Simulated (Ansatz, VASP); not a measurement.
# ZrBrN in two plane-wave programs

One calculation is typed for both programs; each brings its own data sets and cutoff. How far apart do they land? The structure shown is the end of the VASP relaxation below.

Method: plane waves, with VASP 6.6.1 beside it; single point at PBEsol and band structure at PBEsol, in Ansatz 0.2.0.

## 1. The structure

The cell holds 6 atoms: 2 Br, 2 Zr and 2 N. Cell: a = 3.581 Å, b = 4.116 Å, c = 21.091 Å, α = 90.0°, β = 90.0°, γ = 90.0°. It derives from ZrBrN. As first built, before any earlier steps moved the atoms (in the runner's words): kind sheets cut from a layered crystal; sheets 1. Vacuum lies along c.

Structure file:

```cif
data_structure
_symmetry_space_group_name_H-M 'P 1'
_symmetry_Int_Tables_number 1
_cell_length_a 3.5810
_cell_length_b 4.1160
_cell_length_c 21.0907
_cell_angle_alpha 90.000
_cell_angle_beta 90.000
_cell_angle_gamma 90.000
_cell_volume 310.86
loop_
_atom_site_label
_atom_site_type_symbol
_atom_site_fract_x
_atom_site_fract_y
_atom_site_fract_z
_atom_site_occupancy
Br1 Br 0.50000 0.50000 0.64007 1
Br2 Br 0.00000 0.00000 0.35993 1
Zr3 Zr 0.00000 0.50000 0.54148 1
Zr4 Zr 0.50000 0.00000 0.45852 1
N5 N 0.00000 0.00000 0.51366 1
N6 N 0.50000 0.50000 0.48634 1
```

## 2. VASP: relaxation, PBEsol

This run makes the geometry at which the two programs are then compared.

Lines of VASP's logs that name or quote its potential files are left out, and so is its time.

Input file INCAR:

```
SYSTEM = ZrBrN
PREC = Normal
ENCUT = 400
EDIFF = 1E-05
NELM = 120
ISMEAR = 0
SIGMA = 0.05
LREAL = .FALSE.
ALGO = Fast
GGA = PS
NBANDS = 30
LORBIT = 11
LWAVE = .FALSE.
LCHARG = .FALSE.
KPAR = 2
IBRION = 2
NSW = 40
ISIF = 2
EDIFFG = -0.03
POTIM = 0.4
MAXMIX = 40
IDIPOL = 3
LDIPOL = .TRUE.
DIPOL = 0.5 0.5 0.5
```

Input file POSCAR:

```
ZrBrN
1.0
    3.5810000000      0.0000000000      0.0000000000
    0.0000000000      4.1160000000      0.0000000000
    0.0000000000      0.0000000000     21.0907000000
Br Zr N
2 2 2
Direct
    0.5000000000      0.5000000000      0.6443930260
    0.0000000000      0.0000000000      0.3556069740
    0.0000000000      0.5000000000      0.5391923930
    0.5000000000      0.0000000000      0.4608076070
    0.0000000000      0.0000000000      0.5144393030
    0.5000000000      0.5000000000      0.4855606970
```

Input file KPOINTS:

```
Automatic mesh
0
Gamma
7 6 1
0 0 0
```

Potentials, in the order of the species: Br, Zr_sv and N (PBE family, release 64).

Command:

```
> mpirun -np 2 vasp_std
```

Numbers of over 12 decimals in the logs are rounded to 6 here.

The program printed:

```text
[banner, memory and clock lines left out]
running    2 mpi-ranks, on    1 nodes
 distrk:  each k-point on    1 cores,    2 groups
 distr:  one band on    1 cores,    1 groups

 POSCAR found type information on POSCAR BrZrN
 POSCAR found :  3 types and       6 ions
|                                                                             |
|               ----> ADVICE to this user running VASP <----                  |
|                                                                             |
|     You enforced a specific xc type in the INCAR file but a different       |
|     [... a line on the potential file left out ...]
|     I HOPE YOU KNOW WHAT YOU ARE DOING!                                     |
|                                                                             |

 LDA part: xc-table for (Slater+PW92), standard interpolation
 POSCAR, INCAR and KPOINTS ok, starting setup
 FFT: planning ... GRIDC
 FFT: planning ... GRID_SOFT
 FFT: planning ... GRID
 WAVECAR not read
 entering main loop
       N       E                     dE             d eps       ncg     rms          rms(c)
DAV:   1     0.396049503917E+03    0.39605E+03   -0.19935E+04  1160   0.108E+03
DAV:   2    -0.672678571134E+01   -0.40278E+03   -0.39300E+03  1314   0.304E+02
DAV:   3    -0.554042716524E+02   -0.48677E+02   -0.48122E+02  1416   0.991E+01
DAV:   4    -0.583589734066E+02   -0.29547E+01   -0.29474E+01  1434   0.232E+01
DAV:   5    -0.584634077660E+02   -0.10443E+00   -0.10442E+00  1386   0.356E+00    0.352E+01
RMM:   6    -0.486667263008E+02    0.97967E+01   -0.40982E+01  1028   0.255E+01    0.156E+01
RMM:   7    -0.490087188915E+02   -0.34199E+00   -0.75113E+00  1288   0.110E+01    0.545E+00
RMM:   8    -0.490280438815E+02   -0.19325E-01   -0.10804E+00  1374   0.440E+00    0.125E+00
RMM:   9    -0.490630216141E+02   -0.34978E-01   -0.50519E-01  1541   0.230E+00    0.767E-01
RMM:  10    -0.490709525617E+02   -0.79309E-02   -0.15191E-01  1409   0.166E+00    0.510E-01
RMM:  11    -0.490753463661E+02   -0.43938E-02   -0.84354E-02  1503   0.108E+00    0.320E-01
RMM:  12    -0.490779365876E+02   -0.25902E-02   -0.32993E-02  1536   0.679E-01    0.138E-01
RMM:  13    -0.490798875132E+02   -0.19509E-02   -0.19115E-02  1564   0.481E-01    0.859E-02
RMM:  14    -0.490806839858E+02   -0.79647E-03   -0.64943E-03  1603   0.302E-01    0.456E-02
RMM:  15    -0.490810823013E+02   -0.39832E-03   -0.34765E-03  1509   0.194E-01    0.544E-02
RMM:  16    -0.490812689380E+02   -0.18664E-03   -0.14233E-03  1507   0.154E-01    0.223E-02
RMM:  17    -0.490813547931E+02   -0.85855E-04   -0.87259E-04  1357   0.102E-01    0.413E-02
RMM:  18    -0.490814106557E+02   -0.55863E-04   -0.34870E-04  1302   0.761E-02    0.257E-02
RMM:  19    -0.490814451954E+02   -0.34540E-04   -0.19700E-04  1166   0.545E-02    0.136E-02
RMM:  20    -0.490814564186E+02   -0.11223E-04   -0.89798E-05  1007   0.410E-02    0.111E-02
RMM:  21    -0.490814621386E+02   -0.57200E-05   -0.50979E-05   944   0.328E-02
   1 F= -.49081462E+02 E0= -.49081462E+02  d E =-.490815E+02
[... from here on, the cycles between the ionic steps are left out ...]
   2 F= -.49248959E+02 E0= -.49248959E+02  d E =-.167497E+00
   3 F= -.49249009E+02 E0= -.49249009E+02  d E =-.167547E+00
   4 F= -.49259448E+02 E0= -.49259448E+02  d E =-.104391E-01
   5 F= -.49268368E+02 E0= -.49268368E+02  d E =-.193588E-01
   6 F= -.49268697E+02 E0= -.49268697E+02  d E =-.196880E-01
   7 F= -.49270102E+02 E0= -.49270102E+02  d E =-.140505E-02
   8 F= -.49270686E+02 E0= -.49270686E+02  d E =-.198885E-02
   9 F= -.49270992E+02 E0= -.49270992E+02  d E =-.305536E-03
 trial-energy change:   -0.000306  1 .order   -0.000315   -0.001333    0.000703
 step:   1.0396(harm=  1.0396)  dis= 0.00393  next Energy=   -49.271122 (dE=-0.436E-03)
 bond charge predicted
       N       E                     dE             d eps       ncg     rms          rms(c)
DAV:   1    -0.492710407020E+02   -0.51407E-04   -0.48462E-02   978   0.137E+00    0.785E-02
RMM:   2    -0.492710906300E+02   -0.49928E-04   -0.82531E-04   985   0.182E-01    0.227E-02
RMM:   3    -0.492711053537E+02   -0.14724E-04   -0.13287E-04  1035   0.585E-02    0.589E-03
RMM:   4    -0.492711061740E+02   -0.82024E-06   -0.18860E-05   638   0.211E-02
  10 F= -.49271106E+02 E0= -.49271106E+02  d E =-.420107E-03
 curvature:  -0.93 expect dE=-0.153E-05 dE for cont linesearch -0.142E-05
 trial: gam=-0.02444 g(F)=  0.164E-05 g(S)=  0.000E+00 ort = 0.480E-04 (trialstep = 0.148E+01)
 search vector abs. value=  0.195E-06
 reached required accuracy - stopping structural energy minimisation
```

OUTCAR, selected parts (step 2):

```text
ion  position               nearest neighbor table
   1  0.500  0.500  0.644-   3 2.85   3 2.85
   2  0.000  0.000  0.356-   4 2.85   4 2.85
   3  0.000  0.500  0.539-   6 2.12   6 2.12   5 2.12   5 2.12   1 2.85   1 2.85   4 3.19   4 3.19
                             4 3.19   4 3.19
   4  0.500  0.000  0.461-   5 2.12   5 2.12   6 2.12   6 2.12   2 2.85   2 2.85   3 3.19   3 3.19
                             3 3.19   3 3.19
   5  0.000  0.000  0.514-   4 2.12   4 2.12   3 2.12   3 2.12
   6  0.500  0.500  0.486-   3 2.12   3 2.12   4 2.12   4 2.12

  LATTYP: Found a simple orthorhombic cell.
 ALAT       =     3.5810000000
 B/A-ratio  =     1.1493996090
 C/A-ratio  =     5.8896118403

 Subroutine GETGRP returns: Found  8 space group operations
 (whereof  4 operations were pure point group operations)

The static configuration has the point symmetry C_2v.
 The point group associated with its full space group is D_2h.

 Found     16 irreducible k-points:

   k-points           NKPTS =     16   k-points in BZ     NKDIM =     16   number of bands    NBANDS=     30

   dimension x,y,z NGX =    18 NGY =   20 NGZ =  108
   dimension x,y,z NGXF=    36 NGYF=   40 NGZF=  216

   ENCUT  =  400.0 eV  29.40 Ry    5.42 a.u.   5.84  6.71 34.39*2*pi/ulx,y,z

   NELECT =      48.0000    total number of electrons

 k-points in reciprocal lattice and weights: Automatic mesh
   0.00000000  0.00000000  0.00000000       0.024
   0.14285714  0.00000000  0.00000000       0.048
   0.28571429  0.00000000  0.00000000       0.048
   0.42857143  0.00000000  0.00000000       0.048
   0.00000000  0.16666667  0.00000000       0.048
   0.14285714  0.16666667  0.00000000       0.095
   0.28571429  0.16666667  0.00000000       0.095
   0.42857143  0.16666667  0.00000000       0.095
   0.00000000  0.33333333  0.00000000       0.048
[...]
0.28571429  0.50000000  0.00000000       0.048
   0.42857143  0.50000000  0.00000000       0.048

 dipolmoment           0.000000      0.000000      0.000000 electrons x Angstroem

 average (electrostatic) potential at core
       1 -67.1176       2 -67.1176       3 -85.2503       4 -85.2503       5 -69.5504
       6 -69.5504

 E-fermi :  -2.1547

 k-point     1 :       0.0000    0.0000    0.0000
  band No.  band energies     occupation
    ...
     20      -3.9928      2.00000
     21      -3.8444      2.00000
     22      -3.4493      2.00000
     23      -2.9273      2.00000
     24      -2.4203      2.00000
     25      -0.6785      0.00000
     26       0.8120      0.00000
     27       0.8803      0.00000
     28       1.8629      0.00000
     29       1.9496      0.00000
    ...

 k-point     2 :       0.1429    0.0000    0.0000
  band No.  band energies     occupation
    ...
     20      -4.0644      2.00000
     21      -4.0066      2.00000
     22      -3.7995      2.00000
     23      -3.4074      2.00000
     24      -2.9284      2.00000
     25      -0.1047      0.00000
     26       1.1738      0.00000
     27       1.2262      0.00000
     28       1.8416      0.00000
     29       1.8877      0.00000
    ...

 k-point     3 :       0.2857    0.0000    0.0000
  band No.  band energies     occupation
    ...
     20      -4.4639      2.00000
     21      -3.7960      2.00000
     22      -3.6599      2.00000
     23      -3.3812      2.00000
     24      -3.2889      2.00000
     25       0.6573      0.00000
     26       1.0011      0.00000
     27       1.3856      0.00000
     28       1.6517      0.00000
     29       1.8920      0.00000
    ...

  Total       -0.8935232     -1.2947617     -1.0751591      0.0000000      0.0000000      0.0000000
  in kB       -4.6051707     -6.6731324     -5.5413122      0.0000000      0.0000000      0.0000000
  external PRESSURE =      -5.6065384 kB  Pullay stress =       0.0000000 kB

  energy-cutoff  :      400.00
  volume of cell :      310.86
      direct lattice vectors                 reciprocal lattice vectors
     3.581000000  0.000000000  0.000000000     0.279251606  0.000000000  0.000000000
     0.000000000  4.116000000  0.000000000     0.000000000  0.242954325  0.000000000
     0.000000000  0.000000000 21.090700000     0.000000000  0.000000000  0.047414263

 POSITION                                       TOTAL-FORCE (eV/Angst)
 -----------------------------------------------------------------------------------
      1.79050      2.05800     13.49945         0.000000      0.000000     -0.003897
      0.00000      0.00000      7.59125         0.000000      0.000000      0.003897
      0.00000      2.05800     11.42016         0.000000      0.000000      0.000550
      1.79050      0.00000      9.67054         0.000000      0.000000     -0.000550
      0.00000      0.00000     10.83335         0.000000      0.000000      0.002396
      1.79050      2.05800     10.25735         0.000000      0.000000     -0.002396
 -----------------------------------------------------------------------------------
    total drift:                                0.000000      0.000000      0.000000

  FREE ENERGIE OF THE ION-ELECTRON SYSTEM (eV)
  ---------------------------------------------------
  free  energy   TOTEN  =       -49.2711061740 eV

  energy  without entropy=      -49.2711061740  energy(sigma->0) =      -49.27110617

 reached required accuracy - stopping structural energy minimisation

 vacuum level on the upper side and lower side of the slab         3.837         3.837

 total charge
# of ion       s       p       d       tot
------------------------------------------
    1        1.604   3.255   0.014   4.873
    2        1.604   3.255   0.014   4.873
    3        2.186   6.038   1.564   9.789
    4        2.186   6.038   1.564   9.789
    5        1.271   2.451   0.000   3.722
    6        1.271   2.451   0.000   3.722
--------------------------------------------------
tot         10.124  23.487   3.157  36.768

[... 3 further parts left out ...]
```

CONTCAR:

```
ZrBrN
   1.00000000000000
     3.5810000000000000    0.0000000000000000    0.0000000000000000
     0.0000000000000000    4.1159999999999997    0.0000000000000000
     0.0000000000000000    0.0000000000000000   21.0906999999999982
  Br              Zr              N
     2     2     2
Direct
     0.5000000000000000    0.5000000000000000    0.6400665141242734
     0.0000000000000000    0.0000000000000000    0.3599334858757266
     0.0000000000000000    0.5000000000000000    0.5414784841056827
     0.5000000000000000    0.0000000000000000    0.4585215158943173
     0.0000000000000000    0.0000000000000000    0.5136551376618430
     0.5000000000000000    0.5000000000000000    0.4863448623381572
```

## 3. Ansatz: single point, PBEsol

Ansatz runs on its default PAW (the set named soft_2) files.

The same cell, functional, mesh and smearing now go to Ansatz, which takes its cutoff from its data sets.

Input file input.yaml:

```yaml
crystal:
  lattice:
    - [3.581, 0.0, 0.0]
    - [0.0, 4.116, 0.0]
    - [0.0, 0.0, 21.0907]
  atoms:
    - { symbol: Br, position: [0.5, 0.5, 0.64006651] }
    - { symbol: Br, position: [0.0, 0.0, 0.35993349] }
    - { symbol: Zr, position: [0.0, 0.5, 0.54147848] }
    - { symbol: Zr, position: [0.5, 0.0, 0.45852152] }
    - { symbol: "N", position: [0.0, 0.0, 0.51365514] }
    - { symbol: "N", position: [0.5, 0.5, 0.48634486] }
hamiltonian:
  xc: pbesol
  pseudopotentials: { kind: paw }
kpoints:
  mp_grid: { grid: [7, 6, 1] }
scf:
  occupations: { method: gaussian, width: 0.05 }
  n_extra_bands: 5
efield:
  axis: 3
  dipole_correction: true
  ramp_width: 0.04
output:
  forces: true
  eigenvalues: true
```

Command:

```
> ansatz run input.yaml --threads 4 --pin off --max-ram 9216MiB --backend cpu --events-out ev --progress --plain --runs-dir out
```

The program printed:

```text
scf.n_extra_bands = 5 over 24 filled bands (N_el = 48.0): the run solves 29 bands
Engine: ansatz 0.2.0, aarch64-unknown-linux-gnu
Pseudopotentials: kind: paw
Pseudopotential: Br, paw, valence charge 7, recommended cutoff 420 eV (normal), Br.paw.azcp
Pseudopotential: Zr, paw, valence charge 12, recommended cutoff 420 eV (normal), Zr.paw.azcp
Pseudopotential: N, paw, valence charge 5, recommended cutoff 420 eV (normal), N.paw.azcp
Functional definition: PBEsol
  exchange = pbesol_x
  correlation = pbesol_c
Crystal: 6 atoms, lattice volume = 310.864 Å³
Basis set: ecut = 420 eV, 6021 PW (Γ), exchange–correlation on 48×60×288 points (8 copies of the dense FFT grid, shifted against one another)
Bands: 29, of which v1, the nominal top of the filled ones, is band 24 counted from 1 (23 counted from 0)
Symmetry: 4 space group operations
k-points: 16 of 42
Non-local potential: Br, projectors of the file, l = 0: 2, l = 1: 2, l = 2: 2
Non-local potential: Zr, projectors of the file, l = 0: 3, l = 1: 2, l = 2: 2, l = 3: 2
Non-local potential: N, projectors of the file, l = 0: 2, l = 1: 2, l = 2: 1
PAW form: soft (Blöchl's): semilocal exchange-correlation on the pseudo side does not see the compensation charge
PAW frozen core: Br, regenerated for the run's functional, and the local potential with it (the file was generated under x = pbe(κ = 0.804, μ = 0.219515), c = pbe(β = 0.066725))
PAW frozen core: Zr, regenerated for the run's functional, and the local potential with it (the file was generated under x = pbe(κ = 0.804, μ = 0.219515), c = pbe(β = 0.066725))
PAW frozen core: N, regenerated for the run's functional, and the local potential with it (the file was generated under x = pbe(κ = 0.804, μ = 0.219515), c = pbe(β = 0.066725))
PAW one-centre angular grid: Br, 110 points (default); XC on 64 Gauss nodes
PAW one-centre angular grid: Zr, 590 points (default); XC on 64 Gauss nodes
PAW one-centre angular grid: N, 110 points (default); XC on 64 Gauss nodes
Initial density: superposition of atomic densities (neutral atoms: chi_scale 0, normalization atom), corrected by the library's trained network
Initial wavefunctions: pseudopotential atomic-orbital guess
Functional: x = pbesol(κ = 0.804, μ = 0.123457), c = pbesol(β = 0.046)
SCF iter   1: F=—  HF=-14497.386525 eV  |F-HF|=—  |Δ(HF+E_count)|=         —  Δρ=5.93e-3  dr2=1.25e-1  ethr=1.77e-3  p=0.000 e·Å  D=1.52e-14 V/Å  ΔV_dip=-0.00 eV  dr2_dipole=1.02e-8  V_vac-E_F(+/−)=5.56/5.56 eV  ⟨swp⟩=9.1  Hψ=2491  notcnv=0
efield: sawtooth ramp at fractional position 0.9800 (placed from the atoms, in the widest stretch of the axis that holds none; the zero of the levels goes with the place), width 0.0400; the density the first Hamiltonian is built on has a dipole p = 0.000 e·Å; the dipole correction subtracts the counter field D = 1.52e-14 V/Å, which shifts the + side's vacuum level by -0.00 eV against the − side's; the planar-averaged density in the ramp window peaks in size at 3.4e-5 e/Å³
preconditioner: auto → Resta (q_TF=auto, 1.998 Å⁻¹)  ε∞=2.9  [insulator: Δε(μ)=1.575 eV  Ē_g=8.640 eV  σ=0.050 eV  W_gap=1.00  n_scr=44 (ndim 8)  ℏωp=11.9 eV  f_vac=0.582  D(μ)=0.00/eV (n_scr^D=0)  ε∞_Penn≈2.9  vacuum switching on, ρ_ref=5.4e-3 e/Å³]
SCF iter   2: F=—  HF=-14497.369315 eV  |F-HF|=—  |Δ(HF+E_count)|=   1.72e-2  Δρ=2.99e-3  dr2=3.02e-2  ethr=2.60e-4  p=-0.000 e·Å  D=-1.80e-5 V/Å  ΔV_dip=0.00 eV  dr2_dipole=1.98e-8  V_vac-E_F(+/−)=5.62/5.62 eV  ⟨swp⟩=2.4  Hψ=887  notcnv=0  defer=16
SCF iter   3: F=—  HF=-14497.363698 eV  |F-HF|=—  |Δ(HF+E_count)|=   5.62e-3  Δρ=8.17e-4  dr2=1.77e-3  ethr=6.30e-5  p=-0.000 e·Å  D=-1.41e-6 V/Å  ΔV_dip=0.00 eV  dr2_dipole=2.65e-10  V_vac-E_F(+/−)=5.56/5.56 eV  ⟨swp⟩=2.0  Hψ=730  notcnv=0  defer=16
SCF iter   4: F=—  HF=-14497.364308 eV  |F-HF|=—  |Δ(HF+E_count)|=   6.10e-4  Δρ=1.76e-4  dr2=1.18e-4  ethr=3.69e-6  p=0.000 e·Å  D=2.11e-6 V/Å  ΔV_dip=-0.00 eV  dr2_dipole=7.36e-13  V_vac-E_F(+/−)=5.53/5.53 eV  ⟨swp⟩=2.4  Hψ=904  notcnv=0  defer=16
SCF iter   5: F=—  HF=-14497.364330 eV  |F-HF|=—  |Δ(HF+E_count)|=   2.22e-5  Δρ=5.42e-5  dr2=1.00e-5  ethr=2.46e-7  p=0.000 e·Å  D=1.51e-6 V/Å  ΔV_dip=-0.00 eV  dr2_dipole=4.59e-11  V_vac-E_F(+/−)=5.51/5.51 eV  ⟨swp⟩=2.0  Hψ=631  notcnv=0  defer=16
SCF iter   6: F=—  HF=-14497.364597 eV  |F-HF|=—  |Δ(HF+E_count)|=   2.67e-4  Δρ=2.18e-5  dr2=1.53e-6  ethr=2.09e-8  p=-0.000 e·Å  D=-1.16e-6 V/Å  ΔV_dip=0.00 eV  dr2_dipole=1.39e-10  V_vac-E_F(+/−)=5.51/5.51 eV  ⟨swp⟩=2.6  Hψ=938  notcnv=0  defer=16
SCF iter   7: F=-14497.364597 eV  HF=-14497.364597 eV  |F-HF|=1.06e-7  |Δ(HF+E_count)|=   2.75e-8  Δρ=4.21e-6  dr2=7.73e-8  ethr=2.08e-10  p=0.000 e·Å  D=2.38e-6 V/Å  ΔV_dip=-0.00 eV  dr2_dipole=4.42e-10  V_vac-E_F(+/−)=5.51/5.51 eV  ⟨swp⟩=9.9  Hψ=2700  notcnv=0
SCF 1 converged in 7 iterations: F = -14497.364597 eV  dr2 = 7.73e-8
  greatest PAW one-centre occupation: 0.996 electrons in one spin orbital (limit 2), on the Zr atom at site 2 (counted from 0), in its partial waves of l = 0
SCF converged after 7 iterations
Free energy (F): -14497.364597 eV
Harris-Foulkes:  -14497.364597 eV  (|F-HF|=1.06e-7)
Internal energy: -14497.364597 eV  (E = F + TS)
E sigma→0 (E₀):  -14497.364597 eV
Fermi energy:    -0.246918 eV
Dipole field:    D = -0.000020 V/Å  (p = -0.000035 e·Å, saw-weighted, corrected)
Work function:   Φ+ = 5.5082 eV   Φ− = 5.5078 eV
Levels:          The Fermi level and band energies are counted from a zero that moves with the ramp; work functions are not
--- Per-component energies (eV) ---
  E_band       = -727.361225
  E_kinetic    = 1197.155846
  E_local      = -27706.462816  (includes V_loc(G=0)·N_el)
  E_nonlocal   = 390.481740
  E_hartree    = 13178.554197
  E_xc         = -965.561273
  E_vxc        = -743.548700  (∫ρ·V_xc dr)
  E_paw        = -10448.829945  (= ΣΔE_a)
  E_vpaw       = -222.086693  (= ΣTr[D̂ρ^β])
  E_aug_tail   = 0.000234  (compensation charges beyond the density's cutoff)
  E_efield     = 0.000000  (sawtooth field / dipole correction)
  E_vefield    = 0.000000  (∫n·V_field dr)
  E_ewald      = 9856.725240
  E_core_change = 0.572179  (= ΣΔE_core)
  E_smearing   = -0.000000  (= −TS)
  E_closure    = 0.000000  (closes the sum)
  Σ components = -14497.364597   (vs F -14497.364597, Δ=0.00e0)
--- Forces (eV/Å), atoms counted from 1 ---
  atom   1  Br     0.00000000     0.00000000    -0.01524854
  atom   2  Br     0.00000000     0.00000000     0.01526948
  atom   3  Zr     0.00000000     0.00000000    -0.04958803
  atom   4  Zr     0.00000000     0.00000000     0.04956323
  atom   5  N      0.00000000     0.00000000    -0.01564387
  atom   6  N      0.00000000     0.00000000     0.01570534
  max |Σ_I F_I| component: 5.76e-5 eV/Å
--- Band table (eV; the first three rows and the last of 16) ---
  k-point 0: bands = [... 20 lower, -2.5492, -2.1530, -1.6290, -1.1196, 0.6257, 2.1100, 2.1773, 3.1603, ... 1 higher]
  k-point 1: bands = [... 20 lower, -2.7450, -2.1460, -1.8414, -1.4706, 1.2721, 2.0157, 2.3143, 2.5180, ... 1 higher]
  k-point 2: bands = [... 20 lower, -2.7137, -2.3883, -2.1216, -2.0199, 1.9228, 1.9912, 2.2586, 2.3460, ... 1 higher]
  k-point 15: bands = [... 20 lower, -2.7955, -2.7954, -2.6111, -2.6110, 1.8768, 1.8768, 2.2297, 2.2298, ... 1 higher]
```

It took 4.5 s on 4 threads of Arm Neoverse V1, shared host; peak memory 0.6 GiB; 16 s of CPU time.

(Continued in part 2 of 2.)

[Lines on the potential files, build, host, timing and source positions are cut from VASP's logs without a mark.]

[Logs are printed without paths, hosts, clocks, repeated set-up lines and the standing remarks that a program may print on its own settings, such as how far it seeks lower states.]

[Hosts, paths, dates, database ids (printed as entryN), source tags and the programs' standing remarks are cut or masked in the printed files.]
